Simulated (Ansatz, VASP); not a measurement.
# Code comparison for Re (P6_3/mmc, 2 atoms in the cell)

Self-consistent single point, at a second geometry (lattice scaled by 0.98). First geometry:

```
CELL_PARAMETERS angstrom
      1.39118    -2.40959     0.00000
      1.39118     2.40959     0.00000
      0.00000     0.00000     4.49613
ATOMIC_POSITIONS crystal
  Re 0.33333 0.66667 0.25000
  Re 0.66667 0.33333 0.75000
```

Shared settings, as Ansatz (a first-principles code) writes them: kpoints.mp_grid.grid = 14 14 7; scf.occupations.method = gaussian; scf.occupations.width = 0.1 eV. Potentials and cutoffs stand in the table.

```tsv
code	model	ΔF from the first geometry (meV/atom)	pressure (GPa)	cutoff
VASP	PBE, VASP's PBE PAW potentials (set 64)	43.4	19.48	300 eV
Ansatz	PBE, default PAW files	48.5	21.46	default
```

For VASP (by 1.2 GPa) the energy change implies a higher mean pressure, against the two pressures, than for the other programs: a sign of finite-basis (Pulay) stress.

On Ansatz's run: spin-orbit coupling is off. Spin polarisation is off.

The spread over the programs that give each value: ΔF from the first geometry within 5.1 meV/atom; pressure within 1.98 GPa.

Ansatz's pressure is given at a fixed set of plane waves, as the other plane-wave codes print theirs; with its correction for the finite basis it is 21.64 GPa.

VASP's run is marked for a possible Pulay error in its stress at this cutoff; no cutoff test was made.

The starting cell has typed, rounded lattice constants, without a prior relaxation at this level. Its lattice was rescaled by a random factor within 2.5 % of one. For this run, on top of that: lattice scaled by 0.98.

Left out of this page: Quantum ESPRESSO, GPAW, Elk, FLEUR and SIESTA (not drawn, or without a comparable value); ABINIT (with a known weakness of the program).

Keys are those of Ansatz 0.2.
